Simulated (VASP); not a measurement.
The system is Ag.

```
Ag
1.0
     0.00000    2.04275    2.04275
     2.04275    0.00000    2.04275
     2.04275    2.04275    0.00000
Ag
1
Direct
  0.00000 0.00000 0.00000
```

* Program: VASP 6.6.1
* Task: relaxation of cell and atoms
* Functional: LDA
* Potentials or basis: VASP PAW LDA potentials, release 64 (Ag)
* Cutoff: 600 eV
* k mesh: 16 × 16 × 16
* Occupations: methfessel-paxton, width 0.1 eV
* Spin: no spin polarisation

At the start: pressure -7.2 GPa; volume 17.05 Å³/atom.

Problem. How do energy, volume and symmetry change on relaxing?

Solution. Over 3 steps the energy falls by 24.3 meV/atom and the volume is 16.04 Å³/atom (-5.9 %); space group Fm-3m (No. 225, to 0.05 Å).

Step by step:
```tsv
step	energy change (eV)	largest force (eV/Å)	pressure (GPa)	volume (Å³)
1	0.0000	0.0000	-7.17	17.05
2	-0.0051	0.0000	8.17	15.24
3	-0.0243	0.0000	-0.06	16.04
```

Final structure:
```
CELL_PARAMETERS angstrom
0.00000 2.00163 2.00163
2.00163 0.00000 2.00163
2.00163 2.00163 0.00000
ATOMIC_POSITIONS crystal
Ag 0.00000 0.00000 0.00000
```
